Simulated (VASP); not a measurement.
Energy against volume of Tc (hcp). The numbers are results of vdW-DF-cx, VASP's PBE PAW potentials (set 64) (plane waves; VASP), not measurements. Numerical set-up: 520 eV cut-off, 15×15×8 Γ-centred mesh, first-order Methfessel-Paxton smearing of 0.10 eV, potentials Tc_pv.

Shape and ions are relaxed at each volume.

```
V (Å³/atom)  E (eV/atom)
-----------  -----------
13.619          -7.92435
14.041          -7.93865
14.462          -7.92719
14.883          -7.89385
```

Fit these four points and predict the energy of the run at 13.198 Å³/atom.

A cubic in V^(−2/3), the third-order Birch-Murnaghan form, passes through the four points with V0 = 14.05 Å³/atom and B0 = 324 GPa, and gives -7.8799 eV/atom there. The run gave -7.8798 eV/atom, +0.1 meV/atom from the fit; all five points give B0 = 324 GPa.

The compound is Tc in the hcp structure. It was relaxed first.
